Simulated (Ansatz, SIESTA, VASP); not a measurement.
Code comparison for BaSn (Cmcm, 4 atoms in the cell)

Self-consistent single point.

```
BaSn
1.0
    2.68307    -6.36291     0.00000
    2.68307     6.36291     0.00000
    0.00000     0.00000     4.71514
Ba Sn
2 2
Direct
  0.13558   0.86442   0.25000
  0.86442   0.13558   0.75000
  0.42794   0.57206   0.25000
  0.57206   0.42794   0.75000
```

Shared settings, as Ansatz (a program for electronic structure) writes them: kpoints.mp_grid.grid = 5 5 5; magnetization.spin_orbit = true; scf.occupations.method = fermi_dirac; scf.occupations.width = 0.05 eV. Potentials and cutoffs stand in the table.

| code | model | pressure (GPa) | largest force (eV/Å) | cutoff |
|---|---|---|---|---|
| Ansatz | PBEsol with spin-orbit coupling, PAW files made with PBE | -1.56 | 0.066 | default |
| SIESTA | GGA PBEsol with spin-orbit coupling, numerical atomic orbitals TZP, PseudoDojo PBEsol fully relativistic norm-conserving potentials (rewritten from UPF to PSML) | – | 0.377 | grid 400 Ry |
| VASP | PBEsol, spin-orbit coupling, VASP's PBE PAW potentials (set 64) | -1.49 | 0.042 | 300 eV |

Size of the force on each atom (eV/Å): Sizes of forces hide their directions.

```tsv
code	Ba1	Ba2	Sn3	Sn4
Ansatz	0.066	0.066	0.038	0.038
SIESTA	0.117	0.117	0.377	0.377
VASP	0.035	0.035	0.042	0.042
```

A dash marks a value that a program does not give, or that is left out as unsure.

The spread over the programs that give each value: pressure within 0.07 GPa; largest force within 0.335 eV/Å.

SIESTA uses small atom-centred bases, whose incompleteness enters pressures, forces and empty levels differently from a plane-wave cutoff. Ansatz's pressure is given at a fixed set of plane waves, as the other plane-wave codes print theirs. In the force vectors, SIESTA (by 0.417) lies more than 0.08 eV/Å from the median of the plane-wave programs.

VASP's run is marked for a possible Pulay error in its stress at this cutoff; no cutoff test was made.

The starting cell comes from a database of computed structures (which also holds hypothetical and non-ambient phases and stackings), without a prior relaxation at this level.

Left out of this page: Elk (with a known weakness of the program).

Keys are those of Ansatz 0.2.
